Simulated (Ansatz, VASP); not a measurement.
**Cross-check of Si13Ge22O70 (glassy 63GeO2-37SiO2 (mol %)) between VASP and Ansatz**

Wanted: the spread between two codes on one cell, functional and k mesh. Of the first pair: The structure shown is the start of the Ansatz relaxation below; VASP solves that cell, so the two are compared at the walk's first step.

Program: Ansatz 0.2.0. Level of theory: plane waves, with VASP 6.6.1 beside it; single point at PBE. Results are calculated unless marked as measured.

**1. The structure**

The cell holds 105 atoms: 22 Ge, 13 Si and 70 O. Its edges and angles: a = 11.675 Å, b = 11.571 Å, c = 11.202 Å, α = 92.2°, β = 90.9°, γ = 90.3°. As first built, before any earlier steps moved the atoms (in the runner's words): 105 atoms (22 Ge, 13 Si, 70 O) placed at random at 3.15 g/cm^3, melted at 4000 K for 10 ps at fixed volume with the Morse and Coulomb pair potential with partial charges (Pedone, Malavasi, Menziani, Cormack and Segre, J. Phys. Chem. B 110, 11780 (2006)). Quenched from 4000 K to 300 K at 25 K/ps and fixed volume, held 10 ps at zero pressure, then minimised at fixed cell.

**2. Ansatz: relaxation, PBE**

Ansatz runs on its default PAW (the set named soft_2) files.

The two programs are compared at the cell with which this relaxation starts, whose forces are those of its first step.

input.yaml reads:

```yaml
crystal:
  lattice:
    - [11.67506, -0.03276, -0.08885]
    - [-0.03276, 11.56839, -0.22108]
    - [-0.08885, -0.22108, 11.199]
  atoms:
    - { symbol: Ge, position: [0.56491, 0.2953, 0.4245] }
    - { symbol: Ge, position: [0.05809, 0.62433, 0.24556] }
    - { symbol: Ge, position: [0.74274, 0.77809, 0.78274] }
    - { symbol: Ge, position: [0.69033, 0.13584, 0.2334] }
    - { symbol: Ge, position: [0.74552, 0.39161, 0.61563] }
    - { symbol: Ge, position: [0.1591, 0.78589, 0.63026] }
    - { symbol: Ge, position: [0.91539, 0.61408, 0.63122] }
    - { symbol: Ge, position: [0.08478, 0.84804, 0.89345] }
    - { symbol: Ge, position: [0.82204, 0.67079, 0.35798] }
    - { symbol: Ge, position: [0.23211, 0.20976, 0.73044] }
    - { symbol: Ge, position: [0.43631, 0.75413, 0.99292] }
    - { symbol: Ge, position: [0.63494, 0.37637, 0.85823] }
    - { symbol: Ge, position: [0.24611, 0.37837, 0.95506] }
    - { symbol: Ge, position: [0.85264, 0.41493, 0.0293] }
    - { symbol: Ge, position: [0.85899, 0.15258, 0.60786] }
    - { symbol: Ge, position: [0.44009, 0.92568, 0.33718] }
    - { symbol: Ge, position: [0.05952, 0.58549, 0.97379] }
    - { symbol: Ge, position: [0.32901, 0.58575, 0.60895] }
    - { symbol: Ge, position: [0.04355, 0.21962, 0.0372] }
    - { symbol: Ge, position: [0.10498, 0.43753, 0.64838] }
    - { symbol: Ge, position: [0.58069, 0.14018, 0.96795] }
    - { symbol: Ge, position: [0.18289, 0.84855, 0.36721] }
    - { symbol: Si, position: [0.91971, 0.20143, 0.35307] }
    - { symbol: Si, position: [0.34233, 0.44892, 0.36636] }
    - { symbol: Si, position: [0.41435, 0.52618, 0.12643] }
    - { symbol: Si, position: [0.13616, 0.99209, 0.13683] }
    - { symbol: Si, position: [0.52179, 0.60819, 0.7889] }
    - { symbol: Si, position: [0.69279, 0.87919, 0.30151] }
    - { symbol: Si, position: [0.69318, 0.77541, 0.04404] }
    - { symbol: Si, position: [0.67249, 0.54685, 0.16979] }
[... 69 atom lines left out ...]
    - { symbol: O, position: [0.04577, 0.09812, 0.12571] }
    - { symbol: O, position: [0.42116, 0.67801, 0.85865] }
    - { symbol: O, position: [0.72356, 0.10042, 0.62423] }
    - { symbol: O, position: [0.1228, 0.63283, 0.10815] }
    - { symbol: O, position: [0.3646, 0.44676, 0.01717] }
    - { symbol: O, position: [0.56944, 0.81821, 0.00247] }
kpoints:
  mp_grid: { grid: [1, 1, 1] }
hamiltonian:
  xc: pbe
scf:
  occupations: { method: fixed }
output:
  forces: true
  eigenvalues: true
  stress: true
relax:
  f_tol: 0.05
  max_steps: 70
```

On the command line:

```sh
> ansatz run input.yaml --threads 4 --pin off --max-ram 12288MiB --backend cpu --events-out ev --progress --plain --runs-dir out
```

Numbers of over 12 decimals in the logs are rounded to 6 here.

Log:

```text
Warning: output.stress: scf.convergence.dr2_threshold = 1e-7 eV (the SCF's general default) is looser than the 1.05e-8 eV advised for a printed stress (1e-10 eV for each atom of the cell: 105). What an SCF threshold leaves in a stress goes as its square root, and in the free energy as the threshold itself, and one threshold admits the most on a small cell: [figures from the program's tests cut] Every solve of this ru [...]
Engine: ansatz 0.2.0, x86_64-unknown-linux-gnu
Pseudopotentials: kind: paw
Pseudopotential: Ge, paw, valence charge 14, recommended cutoff 420 eV (normal), Ge.paw.azcp
Pseudopotential: Si, paw, valence charge 4, recommended cutoff 420 eV (normal), Si.paw.azcp
Pseudopotential: O, paw, valence charge 6, recommended cutoff 420 eV (normal), O.paw.azcp
Functional definition: PBE
  parameter kappa = 0.804
  parameter beta = 0.066725
  exchange = pbe_x(kappa = kappa, mu = beta*pi^2/3)
  correlation = pbe_c(beta = beta)
Crystal: 105 atoms, lattice volume = 1511.880 Å³
Basis set: ecut = 420 eV, 29605 PW (Γ), exchange–correlation on 160×160×150 points (8 copies of the dense FFT grid, shifted against one another)
Bands: 495, of which v1, the nominal top of the filled ones, is band 390 counted from 1 (389 counted from 0)
Symmetry: 1 space group operations
Space group: P1 (ITA 1), of the structure as read, at distance tolerance 1.1e-4 Å
k-points: 1
Non-local potential: Ge, projectors of the file, l = 0: 2, l = 1: 2, l = 2: 3, l = 3: 1
Non-local potential: Si, projectors of the file, l = 0: 2, l = 1: 2, l = 2: 2
Non-local potential: O, projectors of the file, l = 0: 2, l = 1: 2, l = 2: 1
PAW form: soft (Blöchl's): semilocal exchange-correlation on the pseudo side does not see the compensation charge
PAW one-centre angular grid: Ge, 590 points (default); XC on 64 Gauss nodes
PAW one-centre angular grid: Si, 110 points (default); XC on 64 Gauss nodes
PAW one-centre angular grid: O, 110 points (default); XC on 64 Gauss nodes
Initial density: superposition of atomic densities (neutral atoms: chi_scale 0, normalization atom), corrected by the library's trained network
Initial wavefunctions: pseudopotential atomic-orbital guess
Functional: x = pbe(κ = 0.804, μ = 0.219515), c = pbe(β = 0.066725)
SCF iter   1: F=—  HF=-142504.820690 eV  |F-HF|=—  |Δ(HF+E_count)|=         —  Δρ=2.30e-3  dr2=9.83e-2  ethr=1.77e-3  ⟨swp⟩=5.0  Hψ=1822  notcnv=0  defer=103
preconditioner: auto → Resta (q_TF=auto, 2.443 Å⁻¹)  ε∞=2.7  [insulator: Δε(μ)=3.098 eV  Ē_g=20.199 eV  n_scr=374 (ndim 8)  ℏωp=26.7 eV  f_vac=0.233  ε∞_Penn≈2.7]
SCF iter   2: F=—  HF=-142504.817831 eV  |F-HF|=—  |Δ(HF+E_count)|=   2.86e-3  Δρ=1.18e-3  dr2=1.81e-2  ethr=1.26e-5  ⟨swp⟩=3.0  Hψ=853  notcnv=0  defer=103
SCF iter   3: F=—  HF=-142504.819284 eV  |F-HF|=—  |Δ(HF+E_count)|=   1.45e-3  Δρ=4.76e-4  dr2=4.71e-3  ethr=2.31e-6  ⟨swp⟩=2.0  Hψ=676  notcnv=0  defer=103
SCF iter   4: F=—  HF=-142504.819327 eV  |F-HF|=—  |Δ(HF+E_count)|=   4.29e-5  Δρ=1.59e-4  dr2=4.26e-4  ethr=6.03e-7  ⟨swp⟩=2.0  Hψ=612  notcnv=0  defer=103
SCF iter   5: F=—  HF=-142504.819332 eV  |F-HF|=—  |Δ(HF+E_count)|=   5.66e-6  Δρ=9.63e-5  dr2=1.24e-4  ethr=5.46e-8  ⟨swp⟩=2.0  Hψ=674  notcnv=0  defer=103
SCF iter   6: F=-142504.819327 eV  HF=-142504.819326 eV  |F-HF|=3.76e-7  |Δ(HF+E_count)|=   5.97e-6  Δρ=2.57e-5  dr2=9.00e-6  ethr=8.01e-9  ⟨swp⟩=12.0  Hψ=2764  notcnv=0
SCF 1 converged in 6 iterations: F = -142504.819327 eV  dr2 = 9.00e-6
  greatest PAW one-centre occupation: 0.999 electrons in one spin orbital (limit 2), on the Ge atom at site 6 (counted from 0), in its partial waves of l = 2
relax step   1: F+E_penalty+E_count = -142504.81932684 eV  Δ(F+E_penalty+E_count) = +0.000e0 eV  max|allowed force component| = 9.518e-1 eV/Å  Δτ_max = 0.0000 Å  (6 SCF iters, dr2 threshold 6.25e-5 eV, accepted)
Initial density: handed on by an earlier stage of this run
Initial wavefunctions: those handed on with the density
iter 1 solved again at ethr=9.16e-5 eV; its pass at ethr=3.10e-3 eV (dr2=7.14e-1 eV) is discarded
[...]
--- Relaxed structure (12 steps of the walk, 11 accepted, 0 SCFs on fresh bases) ---
  F+E_penalty+E_count = -142507.21073331 eV   max|allowed force component| = 3.005e-2 eV/Å
  atoms:
    - { symbol: Ge, position: [0.562153, 0.299964, 0.414683] }
    - { symbol: Ge, position: [0.056837, 0.624623, 0.251171] }
    - { symbol: Ge, position: [0.750610, 0.785735, 0.781487] }
    - { symbol: Ge, position: [0.689714, 0.137701, 0.226175] }
    - { symbol: Ge, position: [0.755120, 0.384685, 0.602269] }
    - { symbol: Ge, position: [0.169195, 0.786336, 0.648376] }
    - { symbol: Ge, position: [0.922428, 0.610241, 0.635834] }
    - { symbol: Ge, position: [0.082213, 0.849462, 0.902486] }
    - { symbol: Ge, position: [0.822546, 0.675311, 0.363535] }
    - { symbol: Ge, position: [0.232662, 0.200822, 0.736424] }
    - { symbol: Ge, position: [0.431923, 0.759848, 0.986993] }
    - { symbol: Ge, position: [0.642740, 0.371668, 0.850390] }
    - { symbol: Ge, position: [0.247030, 0.371822, 0.959039] }
    - { symbol: Ge, position: [0.847762, 0.421506, 0.032200] }
    - { symbol: Ge, position: [0.873679, 0.144204, 0.570834] }
    - { symbol: Ge, position: [0.435611, 0.920312, 0.331103] }
    - { symbol: Ge, position: [0.057549, 0.582830, 0.978415] }
    - { symbol: Ge, position: [0.334208, 0.584359, 0.615170] }
    - { symbol: Ge, position: [0.038120, 0.224913, 0.045923] }
    - { symbol: Ge, position: [0.109311, 0.433946, 0.654919] }
    - { symbol: Ge, position: [0.574920, 0.138790, 0.958222] }
    - { symbol: Ge, position: [0.182352, 0.845741, 0.384835] }
    - { symbol: Si, position: [0.949463, 0.165259, 0.306294] }
    - { symbol: Si, position: [0.339305, 0.455025, 0.367801] }
    - { symbol: Si, position: [0.406731, 0.534368, 0.128671] }
    - { symbol: Si, position: [0.124870, 0.992593, 0.158207] }
    - { symbol: Si, position: [0.531727, 0.609312, 0.784650] }
    - { symbol: Si, position: [0.690823, 0.883829, 0.307961] }
    - { symbol: Si, position: [0.690785, 0.784809, 0.046052] }
    - { symbol: Si, position: [0.666347, 0.552500, 0.176353] }
    - { symbol: Si, position: [0.656280, 0.032421, 0.694789] }
    - { symbol: Si, position: [0.017153, 0.074904, 0.810178] }
    - { symbol: Si, position: [0.370496, 0.999821, 0.074005] }
    - { symbol: Si, position: [0.438217, 0.098953, 0.560570] }
    - { symbol: Si, position: [0.105199, 0.386879, 0.375573] }
    - { symbol: O, position: [0.130133, 0.459758, 0.916609] }
    - { symbol: O, position: [0.749518, 0.442286, 0.146948] }
    - { symbol: O, position: [0.693334, 0.605961, 0.311150] }
    - { symbol: O, position: [0.114862, 0.950156, 0.293256] }
    - { symbol: O, position: [0.036513, 0.267765, 0.339642] }
    - { symbol: O, position: [0.399894, 0.672327, 0.105760] }
    - { symbol: O, position: [0.880146, 0.295837, 0.588247] }
    - { symbol: O, position: [0.926033, 0.093587, 0.426512] }
    - { symbol: O, position: [0.624283, 0.706854, 0.754069] }
    - { symbol: O, position: [0.121233, 0.708300, 0.366229] }
    - { symbol: O, position: [0.726689, 0.856304, 0.168961] }
    - { symbol: O, position: [0.467464, 0.411179, 0.389645] }
    - { symbol: O, position: [0.337004, 0.877159, 0.0018344] }
    - { symbol: O, position: [0.954491, 0.337094, 0.099802] }
    - { symbol: O, position: [0.579494, 0.230521, 0.271935] }
    - { symbol: O, position: [0.073110, 0.673533, 0.621120] }
    - { symbol: O, position: [0.912630, 0.668138, 0.235946] }
    - { symbol: O, position: [0.902074, 0.612374, 0.474069] }
    - { symbol: O, position: [0.475389, 0.552178, 0.661654] }
    - { symbol: O, position: [0.069004, 0.476559, 0.274569] }
    - { symbol: O, position: [0.962607, 0.084724, 0.678144] }
    - { symbol: O, position: [0.553961, 0.287735, 0.940560] }
    - { symbol: O, position: [0.241593, 0.353271, 0.375264] }
    - { symbol: O, position: [0.397496, 0.025321, 0.439871] }
[...]
- { symbol: O, position: [0.562270, 0.840549, 0.346279] }
    - { symbol: O, position: [0.324570, 0.130077, 0.637316] }
    - { symbol: O, position: [0.028512, 0.108610, 0.170583] }
    - { symbol: O, position: [0.424190, 0.672061, 0.856557] }
    - { symbol: O, position: [0.730815, 0.104345, 0.597751] }
    - { symbol: O, position: [0.124991, 0.636621, 0.111964] }
    - { symbol: O, position: [0.363118, 0.452698, 0.014631] }
    - { symbol: O, position: [0.565351, 0.830883, 0.00101701] }
```

The column dr2 measures how far the density is from self-consistency, as an energy; F and HF (Harris–Foulkes) agree once it is small.

**3. VASP: single point, PBE, start cell, pair 1**

The same cell, functional and mesh now go to VASP, with its own data sets.

Lines of VASP's logs that name or quote its potential files are left out, and so is its time.

INCAR reads:

```
SYSTEM = Si13Ge22O70
PREC = Accurate
ENCUT = 520
EDIFF = 1E-06
NELM = 120
ISMEAR = 0
SIGMA = 0.01
LREAL = Auto
ALGO = Normal
GGA = PE
NBANDS = 464
LORBIT = 11
LWAVE = .FALSE.
LCHARG = .FALSE.
ISIF = 2
LASPH = .TRUE.
GGA_COMPAT = .FALSE.
EFERMI = MIDGAP
NCORE = 2
```

POSCAR reads:

```
Si13Ge22O70
1.0
   11.6750600000     -0.0327600000     -0.0888500000
   -0.0327600000     11.5683900000     -0.2210800000
   -0.0888500000     -0.2210800000     11.1990000000
Ge Si O
22 13 70
Direct
    0.5649128053      0.2953008193      0.4245001882
    0.0580871314      0.6243297968      0.2455565562
    0.7427402370      0.7780927585      0.7827407105
    0.6903337347      0.1358370359      0.2334018220
    0.7455231724      0.3916125206      0.6156279516
    0.1591036154      0.7858872399      0.6302598721
    0.9153872360      0.6140817715      0.6312164795
    0.0847759855      0.8480437313      0.8934474377
    0.8220413247      0.6707910664      0.3579816824
    0.2321077010      0.2097603473      0.7304399131
    0.4363083512      0.7541332713      0.9929180981
    0.6349418147      0.3763737470      0.8582304927
    0.2461102906      0.3783678825      0.9550599581
    0.8526376906      0.4149332152      0.0292963920
    0.8589940595      0.1525819005      0.6078627046
    0.4400905521      0.9256828817      0.3371776067
    0.0595201571      0.5854863516      0.9737858459
    0.3290085388      0.5857517747      0.6089499429
    0.0435458261      0.2196201139      0.0372017735
    0.1049795319      0.4375270831      0.6483843128
    0.5806903471      0.1401766408      0.9679511197
    0.1828876986      0.8485513929      0.3672066536
    0.9197099761      0.2014270565      0.3530714997
    0.3423329535      0.4489224227      0.3663598582
    0.4143508042      0.5261773112      0.1264257835
    0.1361584482      0.9920922739      0.1368273451
    0.5217890419      0.6081921852      0.7889025881
    0.6927923003      0.8791935634      0.3015114482
    0.6931797769      0.7754099908      0.0440411344
    0.6724933656      0.5468494293      0.1697873477
[... 69 atom lines left out ...]
    0.0457714145      0.0981201436      0.1257129379
    0.4211629523      0.6780137536      0.8586494874
    0.7235639842      0.1004210157      0.6242333903
    0.1228037394      0.6328308218      0.1081540629
    0.3646029548      0.4467639763      0.0171681000
    0.5694381260      0.8182125018      0.0024720955
```

KPOINTS reads:

```
Automatic mesh
0
Gamma
1 1 1
0 0 0
```

PAW data sets: Ge_d, Si and O (PBE family, release 64).

On the command line:

```sh
> mpirun -np 8 vasp_gam
```

Log:

```text
[banner, memory and clock lines left out]
running    8 mpi-ranks, on    1 nodes
[...]
LDA part: xc-table for (Slater+PW92), standard interpolation
 POSCAR, INCAR and KPOINTS ok, starting setup
[...]
entering main loop
       N       E                     dE             d eps       ncg     rms          rms(c)
DAV:   1     0.262925870416E+05    0.26293E+05   -0.25379E+05  1160   0.394E+03
DAV:   2     0.529499300227E+04   -0.20998E+05   -0.20026E+05   968   0.110E+03
DAV:   3    -0.127495597117E+03   -0.54225E+04   -0.51506E+04  1032   0.384E+02
DAV:   4    -0.798885088663E+03   -0.67139E+03   -0.65940E+03  1072   0.157E+02
[...]
DAV:  17    -0.720592091054E+03   -0.31687E-05   -0.16048E-04  1232   0.407E-02    0.920E-03
DAV:  18    -0.720592091999E+03   -0.94566E-06   -0.31624E-05  1352   0.248E-02    0.730E-03
DAV:  19    -0.720592092132E+03   -0.13309E-06   -0.69539E-06   904   0.126E-02
   1 F= -.72059209E+03 E0= -.72059209E+03  d E =0.000000E+00
```

OUTCAR, selected parts (step 3):

```text
  FREE ENERGIE OF THE ION-ELECTRON SYSTEM (eV)
  ---------------------------------------------------
  free  energy   TOTEN  =      -720.5920921323 eV

  energy  without entropy=     -720.5920921323  energy(sigma->0) =     -720.59209213

[... 2 further parts left out ...]
[key lines of the parts left out:]
E-fermi :   2.6262
```

The run ends at a pressure of 9.60 GPa, with forces up to 1.0 eV/Å.

**4. Side by side**

Known differences besides the potentials themselves: fixed occupations in Ansatz, narrow Gaussian smearing in VASP; the cutoff is 420 eV in Ansatz and 520 eV in VASP (PREC = Accurate, projectors in real space). Total energies have different zeros and are not compared.

Forces on 10 of the 105 atoms, those with the largest forces and the largest differences (eV/Å; atoms numbered as in POSCAR):

| atom | Ansatz x, y, z | VASP x, y, z |
| --- | --- | --- |
| O43 | 0.033, -0.942, 0.326 | 0.003, -0.956, 0.431 |
| O47 | 0.317, 0.189, 0.036 | 0.412, 0.091, 0.064 |
| O54 | 0.399, -0.559, -0.610 | 0.316, -0.558, -0.661 |
| O56 | 0.197, -0.458, -0.419 | 0.104, -0.392, -0.486 |
| O58 | 0.312, -0.952, 0.055 | 0.328, -0.968, 0.062 |
| O69 | 0.517, 0.261, 0.817 | 0.557, 0.179, 0.827 |
| O81 | 0.234, 0.263, 0.347 | 0.280, 0.345, 0.246 |
| O82 | 0.836, 0.294, -0.055 | 0.844, 0.295, -0.135 |
| O86 | -0.365, 0.390, -0.801 | -0.471, 0.358, -0.843 |
| O95 | -0.881, -0.303, 0.282 | -0.851, -0.382, 0.315 |

The forces differ by 42 meV/Å r.m.s., which is 12.2 % of the r.m.s. force of 0.346 eV/Å (both taken over all components).

[end of part 1 of 2]

[Lines on the potential files, build, host, timing and source positions are cut from VASP's logs without a mark.]

[Logs are printed without paths, hosts, clocks, repeated set-up lines and the standing remarks that a program may print on its own settings, such as how far it seeks lower states.]

[Hosts, paths, dates, database ids (printed as entryN), source tags and the programs' standing remarks are cut or masked in the printed files.]
